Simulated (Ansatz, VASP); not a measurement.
# SiHCF (F-SiC-H chair bilayer, like faces together): VASP beside Ansatz, part 2 of 2

One calculation is typed for both programs; each brings its own data sets. How far apart do they land? The structure shown is the start of the Ansatz relaxation below; VASP solves that cell, so the two are compared at the walk's first step.

VASP 6.6.1 and Ansatz 0.2.0.

So far: Set-up; Ansatz: relaxation, PBE with D3(BJ).

### Step 3. VASP: single point, PBE with D3(BJ), start cell

Level of this step: PBE with D3(BJ); plane waves and PAW (H, C, Si, F) (VASP).

The same cell, functional, mesh and smearing now go to VASP, with its own data sets.

Lines of VASP's logs that name or quote its potential files are left out, and so is its time.

File INCAR:

```
SYSTEM = SiHCF
PREC = Accurate
ENCUT = 520
EDIFF = 1E-06
NELM = 120
ISMEAR = -1
SIGMA = 0.05
LREAL = .FALSE.
ALGO = Normal
GGA = PE
IVDW = 12
NBANDS = 24
LORBIT = 11
LWAVE = .FALSE.
LCHARG = .FALSE.
ISIF = 2
LDIPOL = .TRUE.
IDIPOL = 3
DIPOL = 0.5 0.5 0.5
LVHAR = .TRUE.
LASPH = .TRUE.
GGA_COMPAT = .FALSE.
EFERMI = MIDGAP
NELMDL = -8
KPAR = 2
```

File POSCAR:

```
SiHCF
1.0
    3.0855000000      0.0000000000      0.0000000000
   -1.5427500000      2.6721210000      0.0000000000
    0.0000000000      0.0000000000     49.8466670000
H C Si F
2 2 2 2
Direct
    0.6666666667      0.3333333333      0.4052427417
    0.0000000000      0.0000000000      0.5947572583
    0.6666666667      0.3333333333      0.4267085701
    0.0000000000      0.0000000000      0.5732914299
    0.3333333333      0.6666666667      0.4392135787
    0.6666666667      0.3333333333      0.5607864012
    0.3333333333      0.6666666667      0.4729169354
    0.6666666667      0.3333333333      0.5270830445
```

File KPOINTS:

```
Automatic mesh
0
Gamma
12 12 1
0 0 0
```

PAW data sets: H, C, Si and F (PBE family, release 64).

The run is started by

```console
$ mpirun -np 2 vasp_std
```

Numbers of over 12 decimals in the logs are rounded to 6 here.

The program printed:

```text
[banner, memory and clock lines left out]
running    2 mpi-ranks, on    1 nodes
 distrk:  each k-point on    1 cores,    2 groups
 distr:  one band on    1 cores,    1 groups

 POSCAR found type information on POSCAR H C SiF
 POSCAR found :  4 types and       8 ions
 LDA part: xc-table for (Slater+PW92), standard interpolation
 POSCAR, INCAR and KPOINTS ok, starting setup
 FFT: planning ... GRIDC
 FFT: planning ... GRID_SOFT
 FFT: planning ... GRID
 WAVECAR not read
 entering main loop
       N       E                     dE             d eps       ncg     rms          rms(c)
DAV:   1     0.276894933243E+03    0.27689E+03   -0.11700E+04  1048   0.963E+02
DAV:   2    -0.874289238497E+01   -0.28564E+03   -0.26698E+03  1480   0.225E+02
DAV:   3    -0.529257059218E+02   -0.44183E+02   -0.43870E+02  1184   0.101E+02
DAV:   4    -0.541368437187E+02   -0.12111E+01   -0.12061E+01  1184   0.200E+01
DAV:   5    -0.541671297510E+02   -0.30286E-01   -0.30262E-01  1152   0.301E+00
DAV:   6    -0.541681817773E+02   -0.10520E-02   -0.10520E-02  1216   0.582E-01
DAV:   7    -0.541682240917E+02   -0.42314E-04   -0.42314E-04  1184   0.101E-01
DAV:   8    -0.541682256552E+02   -0.15635E-05   -0.15635E-05  1200   0.194E-02    0.150E+01
DAV:   9    -0.484787194742E+02    0.56895E+01   -0.14849E+01  1096   0.207E+01    0.703E+00
DAV:  10    -0.481829125127E+02    0.29581E+00   -0.19956E+00  1216   0.732E+00    0.313E+00
DAV:  11    -0.480745819775E+02    0.10833E+00   -0.91750E-02  1168   0.203E+00    0.153E+00
DAV:  12    -0.480137945596E+02    0.60787E-01   -0.63503E-02  1176   0.185E+00    0.344E-01
DAV:  13    -0.480093349735E+02    0.44596E-02   -0.10111E-02  1224   0.595E-01    0.202E-01
DAV:  14    -0.480026545050E+02    0.66805E-02   -0.80153E-03  1192   0.471E-01    0.139E-01
[...]
DAV:  22    -0.480019360311E+02   -0.19336E-03   -0.17894E-05  1008   0.231E-02    0.595E-03
DAV:  23    -0.480019960055E+02   -0.59974E-04   -0.33393E-06   976   0.105E-02    0.373E-03
DAV:  24    -0.480020316151E+02   -0.35610E-04   -0.34139E-06   976   0.123E-02    0.169E-03
DAV:  25    -0.480020454446E+02   -0.13829E-04   -0.39255E-07   752   0.379E-03    0.152E-03
DAV:  26    -0.480020512489E+02   -0.58043E-05   -0.14524E-07   736   0.267E-03    0.620E-04
DAV:  27    -0.480020549343E+02   -0.36855E-05   -0.25588E-07   736   0.315E-03    0.653E-04
DAV:  28    -0.480020560251E+02   -0.10907E-05   -0.54344E-08   768   0.184E-03    0.126E-04
DAV:  29    -0.480020566931E+02   -0.66803E-06   -0.39274E-08   680   0.123E-03
   1 F= -.48792921E+02 E0= -.48792921E+02  d E =-.945285E-15
```

Parts of OUTCAR (step 3):

```text
ion  position               nearest neighbor table
   1  0.667  0.333  0.405-   3 1.07
   2  0.000  0.000  0.595-   4 1.07
   3  0.667  0.333  0.427-   1 1.07   5 1.89   5 1.89   5 1.89
   4  0.000  0.000  0.573-   2 1.07   6 1.89   6 1.89   6 1.89
   5  0.333  0.667  0.439-   7 1.68   3 1.89   3 1.89   3 1.89
   6  0.667  0.333  0.561-   8 1.68   4 1.89   4 1.89   4 1.89
   7  0.333  0.667  0.473-   5 1.68
   8  0.667  0.333  0.527-   6 1.68

  LATTYP: Found a hexagonal cell.
 ALAT       =     3.0855000000
 C/A-ratio  =    16.1551343380

 Subroutine GETGRP returns: Found  6 space group operations
 (whereof  6 operations were pure point group operations)

The static configuration has the point symmetry C_3v.

 Found     19 irreducible k-points:

   k-points           NKPTS =     19   k-points in BZ     NKDIM =     19   number of bands    NBANDS=     24

   dimension x,y,z NGX =    24 NGY =   24 NGZ =  378
   dimension x,y,z NGXF=    48 NGYF=   48 NGZF=  756

   ENCUT  =  520.0 eV  38.22 Ry    6.18 a.u.   5.74  5.74 92.68*2*pi/ulx,y,z

   NELECT =      32.0000    total number of electrons

 k-points in reciprocal lattice and weights: Automatic mesh
   0.00000000  0.00000000  0.00000000       0.007
   0.08333333  0.00000000  0.00000000       0.042
   0.16666667  0.00000000  0.00000000       0.042
   0.25000000 -0.00000000  0.00000000       0.042
   0.33333333  0.00000000  0.00000000       0.042
   0.41666667 -0.00000000  0.00000000       0.042
   0.50000000 -0.00000000  0.00000000       0.021
   0.08333333  0.08333333  0.00000000       0.042
   0.16666667  0.08333333  0.00000000       0.083
[...]
0.33333333  0.25000000  0.00000000       0.083
   0.33333333  0.33333333  0.00000000       0.014

 dipolmoment           0.000000      0.000000     -0.000001 electrons x Angstroem

 average (electrostatic) potential at core
       1 -40.4802       2 -40.4802       3 -55.5806       4 -55.5806       5 -91.3285
       6 -91.3285       7 -81.2207       8 -81.2206

 E-fermi :  -1.2137

 k-point     1 :       0.0000    0.0000    0.0000
  band No.  band energies     occupation
    ...
     12      -5.3623      2.00000
     13      -2.8551      2.00000
     14      -2.8551      2.00000
     15      -2.8539      2.00000
     16      -2.8539      2.00000
     17       0.4265      0.00000
     18       0.4614      0.00000
     19       1.1888      0.00000
     20       1.2800      0.00000
     21       1.4012      0.00000
    ...

 k-point     2 :       0.0833    0.0000    0.0000
  band No.  band energies     occupation
    ...
     12      -5.3897      2.00000
     13      -3.3932      2.00000
     14      -3.3923      2.00000
     15      -2.9880      2.00000
     16      -2.9864      2.00000
     17       0.5689      0.00000
     18       0.5991      0.00000
     19       1.3351      0.00000
     20       1.4259      0.00000
     21       1.5472      0.00000
    ...

 k-point     3 :       0.1667    0.0000    0.0000
  band No.  band energies     occupation
    ...
     12      -5.4674      2.00000
     13      -4.5237      2.00000
     14      -4.5135      2.00000
     15      -3.3108      2.00000
     16      -3.3075      2.00000
     17       0.9841      0.00000
     18       1.0032      0.00000
     19       1.7737      0.00000
     20       1.8632      0.00000
     21       1.9842      0.00000
    ...

 Edisp (eV)   -0.79086

  Total       0.74576     0.74576    -6.89476     0.00000    -0.00000     0.00000
  in kB       2.90733     2.90733   -26.87893     0.00000    -0.00000     0.00000
  external pressure =       -7.02 kB  Pullay stress =        0.00 kB

  energy-cutoff  :      520.00
  volume of cell :      410.98
      direct lattice vectors                 reciprocal lattice vectors
     3.085500000  0.000000000  0.000000000     0.324096581  0.187117275  0.000000000
    -1.542750000  2.672121000  0.000000000     0.000000000  0.374234550  0.000000000
     0.000000000  0.000000000 49.846667000     0.000000000  0.000000000  0.020061522

 POSITION                                       TOTAL-FORCE (eV/Angst)
 -----------------------------------------------------------------------------------
      1.54275      0.89071     20.20000         0.000000     -0.000000     -1.101290
      0.00000      0.00000     29.64667        -0.000000     -0.000000      1.101298
      1.54275      0.89071     21.27000        -0.000000     -0.000000      2.116613
      0.00000      0.00000     28.57667         0.000000      0.000000     -2.116573
     -0.00000      1.78141     21.89333         0.000000     -0.000000      1.303773
      1.54275      0.89071     27.95333         0.000000      0.000000     -1.303878
     -0.00000      1.78141     23.57333        -0.000000     -0.000000     -2.296897
      1.54275      0.89071     26.27333        -0.000000     -0.000000      2.296953
 -----------------------------------------------------------------------------------
    total drift:                                0.000000      0.000015      0.000015

  FREE ENERGIE OF THE ION-ELECTRON SYSTEM (eV)
  ---------------------------------------------------
  free  energy   TOTEN  =       -48.7929206439 eV

  energy  without entropy=      -48.7929206439  energy(sigma->0) =      -48.79292064

 vacuum level on the upper side and lower side of the slab         1.226         1.226

 total charge
# of ion       s       p       d       tot
------------------------------------------
    1        0.643   0.054   0.000   0.696
    2        0.643   0.054   0.000   0.696
    3        0.840   1.754   0.000   2.594
    4        0.840   1.754   0.000   2.594
    5        0.698   0.921   0.000   1.619
    6        0.698   0.921   0.000   1.619
    7        1.747   4.339   0.000   6.086
    8        1.747   4.339   0.000   6.086
--------------------------------------------------
tot          7.854  14.138   0.000  21.992

[... 3 further parts left out ...]
```

### Step 4. Differences

Known differences besides the potentials themselves: Ansatz cuts the interaction across the vacuum, VASP repeats the sheet with a dipole correction; the cutoff is 420 eV in Ansatz and 520 eV in VASP. Total energies have different zeros and are not compared.

Forces (eV/Å; atoms numbered as in POSCAR):

```csv
atom,"Ansatz x, y, z","VASP x, y, z"
H1,"0.000, 0.000, -1.075","0.000, 0.000, -1.101"
H2,"0.000, 0.000, 1.075","0.000, 0.000, 1.101"
C3,"0.000, 0.000, 2.096","0.000, 0.000, 2.117"
C4,"0.000, 0.000, -2.096","0.000, 0.000, -2.117"
Si5,"0.000, 0.000, 1.451","0.000, 0.000, 1.304"
Si6,"0.000, 0.000, -1.451","0.000, 0.000, -1.304"
F7,"0.000, 0.000, -2.449","0.000, 0.000, -2.297"
F8,"0.000, 0.000, 2.449","0.000, 0.000, 2.297"
```

The forces differ by 62 meV/Å r.m.s., which is 6.0 % of the r.m.s. force of 1.027 eV/Å (both taken over all components). With vacuum in the cell, a pressure given here is an average over mostly empty space and none of the material.

### Step 5. Summary of results

* r.m.s. force difference (single point, PBE with D3(BJ), start cell): 6.0 % of the r.m.s. force

The r.m.s. force difference is 6.0 % of the r.m.s. force (single point, PBE with D3(BJ), start cell), beyond the 3 % picked in this series as the mark of a large difference. What causes the difference of the single point, PBE with D3(BJ), start cell pair stays open here. 1 further run of this series is not shown here. Such differences can come from data sets, numerical settings and the points named under the comparisons, not from the functional's error against experiment.

[Lines on the potential files, build, host, timing and source positions are cut from VASP's logs without a mark.]

[Logs are printed without paths, hosts, clocks, repeated set-up lines and the standing remarks that a program may print on its own settings, such as how far it seeks lower states.]

[Hosts, paths, dates, database ids (printed as entryN), source tags and the programs' standing remarks are cut or masked in the printed files.]
